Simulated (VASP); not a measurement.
Here is the system:

```
CELL_PARAMETERS angstrom
     -1.51014     1.51014     1.51014
      1.51014    -1.51014     1.51014
      1.51014     1.51014    -1.51014
ATOMIC_POSITIONS crystal
  V  0.00000 0.00000 0.00000
```

All values below come from RPBE GGA, VASP's PBE PAW potentials (set 64) (plane waves; VASP). Numerical set-up: 520 eV cut-off, Gaussian smearing of 0.050 eV, potentials V_sv.

### Question
Give the energies of bands 5 to 9 at the high-symmetry points, in eV from the Fermi level.

### Answer

```tsv
band	Γ	H	N	P
5	-6.54	-2.88	-3.09	-1.09
6	0.42	-2.88	-1.07	-1.09
7	0.42	3.62	1.55	-1.09
8	0.42	3.62	2.37	2.78
9	2.38	3.62	2.72	2.78
```

It has no gap at this level: it comes out as a metal or semimetal.

The compound is V in the bcc structure. It was relaxed first. The run is not spin-polarised, so no magnetic state was tried.
